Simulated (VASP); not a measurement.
Data:

```yaml
crystal:
  lattice:
    - [3.68433, 0.00000, 0.00000]
    - [-1.84216, 3.19072, 0.00000]
    - [0.00000, 0.00000, 3.32035]
  atoms:
    - { symbol: Zn, position: [0.00000, 0.00000, 0.00000] }
    - { symbol: Se, position: [0.66667, 0.33333, 0.50000] }
```

Level of theory: r2SCAN meta-GGA, VASP's PBE PAW potentials (set 64) (plane waves; VASP). Numerical set-up: 400 eV cut-off, 13×13×12 Γ-centred mesh, tetrahedra with Blöchl corrections, potentials Zn Se.

Task: Tabulate the total density of states (states/eV per cell) against energy (eV; zero at the valence-band maximum or, without a gap, the Fermi level).

Result: 
```
E (eV) | DOS (states/eV)
    -9.98 |  0.00
    -9.74 |  0.00
    -9.50 |  0.00
    -9.26 |  0.00
    -9.02 |  0.00
    -8.90 |  0.00
    -8.66 |  0.00
    -8.42 |  0.00
    -8.18 |  0.00
    -7.94 |  0.00
    -7.70 |  0.05
    -7.46 | ############### 9.37
    -7.22 | ############################## 19.1
    -6.98 | ################# 10.9
    -6.74 |  0.26
    -6.62 |  0.00
    -6.38 |  0.02
    -6.14 |  0.31
    -5.90 | # 0.81
    -5.66 | # 0.93
    -5.42 | # 0.91
    -5.18 | ## 0.96
    -4.94 | ## 1.20
    -4.70 | ## 1.38
    -4.46 | # 0.69
    -4.34 | # 0.67
    -4.10 | # 0.89
    -3.86 | # 0.95
    -3.62 | # 0.86
    -3.38 | # 0.88
    -3.14 | # 0.88
    -2.90 | # 0.85
    -2.66 | # 0.77
    -2.42 | ## 1.04
    -2.18 | ## 1.06
    -2.06 | ## 1.01
    -1.82 | ## 0.96
    -1.58 | ## 1.25
    -1.34 | ## 1.09
    -1.10 | ## 1.22
    -0.86 | ## 1.28
    -0.62 | ## 1.09
    -0.38 | ## 1.04
    -0.14 | # 0.85
     0.10 | # 0.63
     0.22 | # 0.46
     0.46 | # 0.33
     0.70 |  0.23
     0.94 |  0.23
     1.18 |  0.23
     1.42 |  0.25
     1.66 |  0.26
     1.90 |  0.30
     2.14 | # 0.36
     2.38 | # 0.50
     2.50 | # 0.59
     2.74 | # 0.74
     2.98 | # 0.80
     3.22 | # 0.80
     3.46 | # 0.83
```
Within 2 eV below the Fermi level the largest weight inside VASP's projection spheres is Se p.

The structure was generated: ZnSe was put into the WC type (P-6m2), which need not be its known phase. It was relaxed first, which changed the volume by +9 %.
